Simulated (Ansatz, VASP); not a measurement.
# Cross-check of BeCd between VASP and Ansatz, part 2 of 2

One calculation is typed for both programs; each brings its own data sets. How far apart do they land? The cell is generated by rule, not measured, and may not be a known phase. The cell is taken from a series of runs on this material, whose earlier steps may have relaxed, scaled, displaced or heated it; both programs get it as it stands.

VASP 6.6.1 and Ansatz 0.2.0.

So far: The starting structure; Ansatz: zone-centre phonons, PBEsol.

## Step 3: VASP: zone-centre phonons, PBEsol

Level of this step: PBEsol; plane waves and PAW (Be, Cd); invented cell (VASP).

The same cell, functional, mesh and smearing now go to VASP, with its own data sets.

Lines of VASP's logs that name or quote its potential files are left out, and so is its time.

INCAR

```
SYSTEM = BeCd
PREC = Accurate
ENCUT = 600
EDIFF = 1E-08
NELM = 120
ISMEAR = 1
SIGMA = 0.2
LREAL = .FALSE.
ALGO = Normal
GGA = PS
NBANDS = 13
LORBIT = 11
LWAVE = .FALSE.
LCHARG = .FALSE.
ISIF = 2
IBRION = 8
LASPH = .TRUE.
GGA_COMPAT = .FALSE.
KPAR = 2
```

POSCAR

```
BeCd
1.0
    3.0606354560      0.0000000000      0.0000000000
    0.0000000000      3.0606354560      0.0000000000
    0.0000000000      0.0000000000      3.0606354560
Be Cd
1 1
Direct
    0.0000000000      0.0000000000      0.0000000000
    0.5000000000      0.5000000000      0.5000000000
```

KPOINTS

```
Automatic mesh
0
Gamma
16 16 16
0 0 0
```

Potentials, in the order of the species: Be and Cd (PBE family, release 64).

Run with:

```bash
mpirun -np 2 vasp_std
```

Numbers of over 12 decimals in the logs are rounded to 6 here.

Log:

```text
[banner, memory and clock lines left out]
running    2 mpi-ranks, on    1 nodes
 distrk:  each k-point on    1 cores,    2 groups
 distr:  one band on    1 cores,    1 groups

 POSCAR found type information on POSCAR BeCd
 POSCAR found :  2 types and       2 ions
|                                                                             |
|               ----> ADVICE to this user running VASP <----                  |
|                                                                             |
|     You enforced a specific xc type in the INCAR file but a different       |
|     [... a line on the potential file left out ...]
|     I HOPE YOU KNOW WHAT YOU ARE DOING!                                     |
|                                                                             |

 LDA part: xc-table for (Slater+PW92), standard interpolation
 POSCAR, INCAR and KPOINTS ok, starting setup
 FFT: planning ... GRIDC
 FFT: planning ... GRID_SOFT
 FFT: planning ... GRID
 WAVECAR not read
 entering main loop
       N       E                     dE             d eps       ncg     rms          rms(c)
DAV:   1     0.848794102788E+02    0.84879E+02   -0.80669E+03  4290   0.117E+03
DAV:   2    -0.277046437245E+01   -0.87650E+02   -0.82114E+02  4885   0.265E+02
DAV:   3    -0.463019001066E+01   -0.18597E+01   -0.18543E+01  5220   0.419E+01
DAV:   4    -0.463350675650E+01   -0.33167E-02   -0.33158E-02  4638   0.190E+00
DAV:   5    -0.463351852942E+01   -0.11773E-04   -0.11773E-04  5213   0.110E-01    0.563E+00
DAV:   6    -0.427635007369E+01    0.35717E+00   -0.11133E+00  4915   0.148E+01    0.463E+00
DAV:   7    -0.426099774277E+01    0.15352E-01   -0.46089E-02  4750   0.190E+00    0.248E+00
DAV:   8    -0.425530515237E+01    0.56926E-02   -0.54049E-03  4785   0.941E-01    0.924E-02
DAV:   9    -0.425523319616E+01    0.71956E-04   -0.24115E-04  4945   0.205E-01    0.235E-02
DAV:  10    -0.425522540201E+01    0.77942E-05   -0.34345E-05  4780   0.758E-02    0.146E-02
DAV:  11    -0.425522555059E+01   -0.14858E-06   -0.22351E-06  5100   0.147E-02    0.102E-02
DAV:  12    -0.425522509597E+01    0.45461E-06   -0.10973E-06  5014   0.126E-02    0.341E-04
DAV:  13    -0.425522510318E+01   -0.72100E-08   -0.42020E-08  4661   0.199E-03
   1 F= -.42552251E+01 E0= -.42548923E+01  d E =-.998316E-03
 Linear response reoptimize wavefunctions to high precision
DAV:   1    -0.425522509432E+01    0.88669E-08   -0.16230E-09  3544   0.444E-04
DAV:   2    -0.425522509433E+01   -0.15007E-10   -0.18281E-10  2335   0.109E-04
 Linear response DOF=           2
 Linear response progress:
  Degree of freedom:   1/  2
       N       E                     dE             d eps       ncg     rms          rms(c)
RMM:   1    -0.731655307404E-02   -0.73166E-02    0.24591E-03 20838   0.413E-01
RMM:   2    -0.735229501440E-02   -0.35742E-04   -0.89401E-05 16335   0.672E-02    0.454E-02
RMM:   3    -0.734203954546E-02    0.10255E-04   -0.62019E-05 16542   0.505E-02    0.214E-02
RMM:   4    -0.740051278195E-02   -0.58473E-04   -0.36622E-05 16674   0.379E-02    0.589E-03
RMM:   5    -0.740692710338E-02   -0.64143E-05   -0.59041E-07 16954   0.646E-03    0.358E-04
RMM:   6    -0.740637422888E-02    0.55287E-06   -0.45933E-09 17112   0.550E-04    0.210E-04
RMM:   7    -0.740571041419E-02    0.66381E-06   -0.39360E-10 16903   0.181E-04    0.165E-05
RMM:   8    -0.740571357697E-02   -0.31628E-08    0.13918E-11 17233   0.158E-05    0.421E-06
 first order change of Fermi-energy  -0.59390E-04
 force on displaced ion       1 direction 1 :  -2.561  -0.000   0.000
 Linear response progress:
  Degree of freedom:   2/  2
       N       E                     dE             d eps       ncg     rms          rms(c)
RMM:   1    -0.420416450083E+00   -0.42042E+00   -0.22258E-01 15562   0.354E+00
RMM:   2    -0.421211071572E+00   -0.79462E-03   -0.10094E-03 16150   0.283E-01    0.495E-02
RMM:   3    -0.420937528865E+00    0.27354E-03   -0.28020E-05 17569   0.425E-02    0.279E-02
RMM:   4    -0.420664555228E+00    0.27297E-03   -0.46668E-05 17042   0.492E-02    0.733E-03
RMM:   5    -0.420631718248E+00    0.32837E-04   -0.18059E-06 17669   0.990E-03    0.148E-03
RMM:   6    -0.420621868694E+00    0.98496E-05   -0.30945E-07 17447   0.398E-03    0.103E-03
RMM:   7    -0.420609087650E+00    0.12781E-04   -0.11401E-08 17892   0.855E-04    0.418E-05
RMM:   8    -0.420608776508E+00    0.31114E-06   -0.11112E-10 18639   0.742E-05    0.283E-05
RMM:   9    -0.420608867480E+00   -0.90972E-07   -0.89083E-11 18501   0.236E-05    0.123E-06
RMM:  10    -0.420608837438E+00    0.30043E-07   -0.11676E-10 15690   0.628E-06    0.486E-07
RMM:  11    -0.420608836384E+00    0.10532E-08   -0.71689E-11  9187   0.443E-06    0.149E-07
 first order change of Fermi-energy   0.22139E-03
 force on displaced ion       2 direction 1 :  -2.529   0.000  -0.000
 Linear response finished
```

From OUTCAR (step 3):

```text
ion  position               nearest neighbor table
   1  0.000  0.000  0.000-   2 2.65   2 2.65   2 2.65   2 2.65   2 2.65   2 2.65   2 2.65   2 2.65

  LATTYP: Found a simple cubic cell.
 ALAT       =     3.0606354560

 Subroutine GETGRP returns: Found 48 space group operations
 (whereof 48 operations were pure point group operations)

The static configuration has the point symmetry O_h .

 Found    165 irreducible k-points:

   k-points           NKPTS =    165   k-points in BZ     NKDIM =    165   number of bands    NBANDS=     13

   dimension x,y,z NGX =    24 NGY =   24 NGZ =   24
   dimension x,y,z NGXF=    48 NGYF=   48 NGZF=   48

   ENCUT  =  600.0 eV  44.10 Ry    6.64 a.u.   6.11  6.11  6.11*2*pi/ulx,y,z

   NELECT =      14.0000    total number of electrons

 k-points in reciprocal lattice and weights: Automatic mesh
   0.00000000  0.00000000  0.00000000       0.000
   0.06250000  0.00000000  0.00000000       0.001
   0.12500000  0.00000000  0.00000000       0.001
   0.18750000  0.00000000  0.00000000       0.001
   0.25000000  0.00000000  0.00000000       0.001
   0.31250000  0.00000000  0.00000000       0.001
   0.37500000  0.00000000  0.00000000       0.001
   0.43750000  0.00000000  0.00000000       0.001
   0.50000000  0.00000000  0.00000000       0.001
[...]
0.50000000  0.50000000  0.43750000       0.001
   0.50000000  0.50000000  0.50000000       0.000

 average (electrostatic) potential at core
       1 -36.5443       2 -37.8653

  Total        0.0308476      0.0308476      0.0308476      0.0000000      0.0000000      0.0000000
  in kB        1.7238418      1.7238418      1.7238418      0.0000000      0.0000000      0.0000000
  external PRESSURE =       1.7238418 kB  Pullay stress =       0.0000000 kB

  energy-cutoff  :      600.00
  volume of cell :       28.67
      direct lattice vectors                 reciprocal lattice vectors
     3.060635456  0.000000000  0.000000000     0.326729535  0.000000000  0.000000000
     0.000000000  3.060635456  0.000000000     0.000000000  0.326729535  0.000000000
     0.000000000  0.000000000  3.060635456     0.000000000  0.000000000  0.326729535

 POSITION                                       TOTAL-FORCE (eV/Angst)
 -----------------------------------------------------------------------------------
      0.00000      0.00000      0.00000         0.000000      0.000000      0.000000
      1.53032      1.53032      1.53032         0.000000      0.000000      0.000000
 -----------------------------------------------------------------------------------
    total drift:                                0.000000     -0.000000     -0.000000

 Eigenvectors and eigenvalues of the dynamical matrix
 ----------------------------------------------------

   1 f  =    8.657094 THz    54.394125 2PiTHz  288.769571 cm-1    35.802848 meV
             X         Y         Z           dx          dy          dz
      0.000000  0.000000  0.000000     0.000000    0.000000    0.962622
      1.530318  1.530318  1.530318    -0.000000    0.000000   -0.270850

   2 f  =    8.657094 THz    54.394125 2PiTHz  288.769571 cm-1    35.802848 meV
             X         Y         Z           dx          dy          dz
      0.000000  0.000000  0.000000    -0.000000    0.962622   -0.000000
      1.530318  1.530318  1.530318    -0.000000   -0.270850    0.000000

   3 f  =    8.657094 THz    54.394125 2PiTHz  288.769571 cm-1    35.802848 meV
             X         Y         Z           dx          dy          dz
      0.000000  0.000000  0.000000     0.962622    0.000000    0.000000
      1.530318  1.530318  1.530318    -0.270850    0.000000    0.000000

   4 f/i=    0.014367 THz     0.090271 2PiTHz    0.479236 cm-1     0.059418 meV
             X         Y         Z           dx          dy          dz
      0.000000  0.000000  0.000000     0.003510   -0.116569   -0.244457
      1.530318  1.530318  1.530318     0.012475   -0.414294   -0.868818

   5 f/i=    0.014367 THz     0.090271 2PiTHz    0.479236 cm-1     0.059418 meV
             X         Y         Z           dx          dy          dz
      0.000000  0.000000  0.000000    -0.182023    0.180011   -0.088451
      1.530318  1.530318  1.530318    -0.646924    0.639771   -0.314362

   6 f/i=    0.014367 THz     0.090271 2PiTHz    0.479236 cm-1     0.059418 meV
             X         Y         Z           dx          dy          dz
      0.000000  0.000000  0.000000     0.200537    0.165432   -0.076006
      1.530318  1.530318  1.530318     0.712723    0.587958   -0.270132

 ELASTIC MODULI CONTR FROM IONIC RELAXATION (kBar)
 Direction    XX          YY          ZZ          XY          YZ          ZX
 --------------------------------------------------------------------------------
 XX           0.0000      0.0000      0.0000      0.0000      0.0000      0.0000
 YY           0.0000      0.0000      0.0000      0.0000      0.0000      0.0000
 ZZ           0.0000      0.0000      0.0000      0.0000      0.0000      0.0000
 XY           0.0000      0.0000      0.0000      0.0000      0.0000      0.0000
 YZ           0.0000      0.0000      0.0000      0.0000      0.0000      0.0000
 ZX           0.0000      0.0000      0.0000      0.0000      0.0000      0.0000
 --------------------------------------------------------------------------------
```

## Step 4: Differences

Known differences besides the potentials themselves: VASP's run holds the zone centre alone; the data sets hold 24 valence electrons in Ansatz (on norm-conserving files, of PseudoDojo where its log says so) and 14 in VASP; the cutoff is 1387.78 eV in Ansatz and 600 eV in VASP. Total energies have different zeros and are not compared.

Compared:

| quantity | Ansatz | VASP | difference |
| --- | --- | --- | --- |
| optical mode 1 to 3 (cm⁻¹) | 287.8 | 288.8 | -0.34 % |

Modes are paired by rising frequency, not by their patterns, so a pair may set unlike modes beside each other; they are those without the splitting of longitudinal modes.

## Step 5: Results

* r.m.s. difference of the optical zone-centre modes, each program's sorted by frequency (zone-centre phonons, PBEsol): 0.98 cm⁻¹

The r.m.s. difference of the optical zone-centre modes, each program's sorted by frequency is 0.98 cm⁻¹ (zone-centre phonons, PBEsol). The data sets hold unlike numbers of valence electrons (24 in Ansatz and 14 in VASP), so part of the differences comes from the potentials. How closely two codes agree says nothing of how well the functional describes the real material.

[Lines on the potential files, build, host, timing and source positions are cut from VASP's logs without a mark.]

[Logs are printed without paths, hosts, clocks, repeated set-up lines and the standing remarks that a program may print on its own settings, such as how far it seeks lower states.]

[Hosts, paths, dates, database ids (printed as entryN), source tags and the programs' standing remarks are cut or masked in the printed files.]
